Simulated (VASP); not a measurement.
A VASP calculation is set up with these files.

INCAR:
```
# general
SYSTEM = Be
PREC   = Accurate
ENCUT  = 400
LREAL  = .False.
LASPH  = .True.

# electronic loop
EDIFF  = 1E-6
NELM   = 100
ALGO   = Normal

# smearing
ISMEAR = 1
SIGMA  = 0.1

# functional
GGA    = PE

# ions
ISIF   = 2

# output
LWAVE  = .False.
LCHARG = .False.
```

KPOINTS:
```
Automatic mesh
0
Gamma
13 13 8
0 0 0
```

**POSCAR**
```
Be
1
    1.1679000000    -2.0228620000     0.0000000000
    1.1679000000     2.0228620000     0.0000000000
    0.0000000000     0.0000000000     3.6516000000
Be
2
Direct
  0.3333330000   0.6666670000   0.2500000000
  0.6666670000   0.3333330000   0.7500000000
```

POTCAR, in this order: Be (PBE.64 set). Program: vasp_std.

### Question
Translate this PBE calculation to Quantum ESPRESSO's pw.x.

### Answer
One equivalent input (not run):
```
&CONTROL
  calculation = 'scf'
  pseudo_dir = './pseudo'
  outdir = './out'
  tprnfor = .true.
  tstress = .true.
/
&SYSTEM
  ibrav = 0
  nat = 2
  ntyp = 1
  ecutwfc = 88
  occupations = 'smearing'
  smearing = 'methfessel-paxton'
  degauss = 0.00735
  input_dft = 'pbe'
/
&ELECTRONS
  conv_thr = 7.3e-08
  electron_maxstep = 100
/
ATOMIC_SPECIES
  Be 9.012 Be.upf
CELL_PARAMETERS angstrom
     1.1679000   -2.0228620    0.0000000
     1.1679000    2.0228620    0.0000000
     0.0000000    0.0000000    3.6516000
ATOMIC_POSITIONS crystal
  Be   0.3333330  0.6666670  0.2500000
  Be   0.6666670  0.3333330  0.7500000
K_POINTS automatic
  13 13 8 0 0 0
```
What does not carry over: the potentials are each code's own (VASP's PAW set, PseudoDojo norm-conserving files in pw.x), so ENCUT and ecutwfc are chosen apart and not converted; conv_thr bounds pw.x's estimated SCF error, while EDIFF bounds the energy change between steps.

The compound is Be in the hcp structure. The cell was not relaxed at this level.
